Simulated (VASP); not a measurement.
Given:

```yaml
crystal:
  lattice:
    - [4.74182, 0.00000, 0.00000]
    - [0.00000, 4.74182, 0.00000]
    - [0.00000, 0.00000, 4.74182]
  atoms:
    - { symbol: Sn, position: [0.00000, 0.50000, 0.50000] }
    - { symbol: Sn, position: [0.50000, 0.00000, 0.50000] }
    - { symbol: Sn, position: [0.50000, 0.50000, 0.00000] }
    - { symbol: Sb, position: [0.00000, 0.00000, 0.00000] }
```

Calculation: PBEsol GGA, VASP's PBE PAW potentials (set 64) (plane waves; VASP). Numerical set-up: 400 eV cut-off, 7×7×7 Γ-centred mesh, tetrahedra with Blöchl corrections, potentials Sn_d Sb.

Unless said otherwise, spin-orbit coupling is left out, though it shifts the bands of the heavy elements here.

### Question
What does the run give for the energy per atom (σ→0), band gap (on the k-mesh) with the smallest direct gap where there is one?

### Answer

```json
{
 "band gap (on the k-mesh)": "none (metal, semimetal or under 0.01 eV)",
 "energy per atom (σ→0)": "-4278 meV/atom"
}
```

The structure comes from a computed database's Sn3Sb entry (Pm-3m); how it stands against other phases isn't given here. It was relaxed first. The electron count is odd and the run is not spin-polarised, which forces a metal.
